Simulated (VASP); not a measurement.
Given:

```
Cu2ZnGeS4
1.0
   -2.67640     2.67640     5.32992
    2.67640    -2.67640     5.32992
    2.67640     2.67640    -5.32992
Cu Zn Ge S
2 1 1 4
Direct
  0.00000   0.00000   0.00000
  0.75000   0.25000   0.50000
  0.25000   0.75000   0.50000
  0.50000   0.50000   0.00000
  0.62872   0.61984   0.49442
  0.12542   0.13430   0.50558
  0.38016   0.87458   0.00888
  0.86570   0.37128   0.99112
```

Level of theory: PBE GGA, VASP's PBE PAW potentials (set 64) (plane waves; VASP). Run with 400 eV cut-off, Gaussian smearing of 0.050 eV, potentials Cu Zn Ge_d S.

Q: Give the energies of bands 27 to 40 at the high-symmetry points, in eV from the valence-band maximum.

A: 
| band | Γ | X | P | N | M | S | R |
|---|---|---|---|---|---|---|---|
| 27 | -2.10 | -1.95 | -1.96 | -1.95 | -2.32 | -1.98 | -1.95 |
| 28 | -2.07 | -1.84 | -1.94 | -1.90 | -1.94 | -1.94 | -1.86 |
| 29 | -1.86 | -1.81 | -1.76 | -1.79 | -1.89 | -1.79 | -1.84 |
| 30 | -1.63 | -1.70 | -1.71 | -1.70 | -1.78 | -1.70 | -1.77 |
| 31 | -1.58 | -1.38 | -1.38 | -1.61 | -1.24 | -1.57 | -1.42 |
| 32 | -1.58 | -1.23 | -1.21 | -1.37 | -1.16 | -1.49 | -1.23 |
| 33 | -1.43 | -0.84 | -0.78 | -1.14 | -1.16 | -1.27 | -0.86 |
| 34 | -0.08 | -0.60 | -0.74 | -1.06 | -0.97 | -1.09 | -0.70 |
| 35 | -0.08 | -0.42 | -0.61 | -1.00 | -0.85 | -0.73 | -0.59 |
| 36 | 0.00 | -0.41 | -0.46 | -0.46 | -0.85 | -0.44 | -0.54 |
| 37 | 0.53 | 0.79 | 1.06 | 1.78 | 1.48 | 1.64 | 1.01 |
| 38 | 2.06 | 2.38 | 2.92 | 3.15 | 2.21 | 2.63 | 2.58 |
| 39 | 2.86 | 3.05 | 2.95 | 3.23 | 2.21 | 3.11 | 3.46 |
| 40 | 3.83 | 4.19 | 3.71 | 4.38 | 2.50 | 3.95 | 4.01 |

The gap is direct, 0.53 eV, from the valence maximum at Γ to the conduction minimum at Γ.

The structure was generated: ZnCu2GeS4 was put into the kesterite type (I-4), which need not be its known phase. It was relaxed first.
